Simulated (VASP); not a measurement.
SnO2: band gap against strain

SnO2 (rutile, P4_2/mnm, 11.912 Å³/atom and stress up to 0.17 GPa in the relaxed cell, c along z) under an equal strain ε along all three axes. LDA in VASP (plane waves, PAW), 600 eV, 8×8×10 Γ-centred mesh, Gaussian smearing 0.05 eV; ions are relaxed, or left where forces stay under 0.02 eV/Å, within the symmetry of each cell. Gaps are the smallest on the run's k-mesh, which can miss an edge that lies off it, without spin-orbit coupling; in all rows the valence edge lies at Γ and the conduction edge at Γ.

Here s stands for strain and Eg for gap.

```csv
strain (%),gap (eV)
0.00,1.140
0.50,0.974
1.00,0.811
1.50,0.653
3.00,?
```

### Question
Fit Eg against s with a straight line, and predict the withheld value at s = 3.00.

### Answer
Means: s 0.75000, Eg 0.8945. About the means, the sum of products is -0.40600 and the sum of squares of s is 1.2500; the slope is their ratio. Least squares gives Eg = 1.1381 - 0.32480·s. Residuals (row less fit): 0.0019, -0.0017, -0.0023, 0.0021; standard error 0.0028 (degrees of freedom: 2). Over these rows the gap moves by -32.5 ± 0.3 eV per unit strain, or -10.8 eV per unit of ln V. At the withheld row, Eg = 1.1381 - 0.32480 × 3.0 = 0.1637 eV. The calculation gives 0.208 eV, 0.0443 eV above the prediction (4.8 % of the range of Eg in the table). The row lies outside the fitted rows, so this is an extrapolation. From the scatter of the fitted rows alone, a prediction at this place has a standard error of 0.0066 eV, so the miss is 6.7 times that.

A polynomial of degree 2 through the 6 other runs of the series gives 0.207 there, so most of the miss is curvature that the fit leaves out. Spin-orbit coupling is left out, which can shift this property for SnO2. Rows are the converged runs of the series near zero and its far end; series whose fitted rows scatter by over a few per cent of the range, as at a crossing or softening among them, aren't shown in this form, nor equations of state whose B0' disagrees with the runs' pressures. Most that stay on the fit to the last digits aren't either.
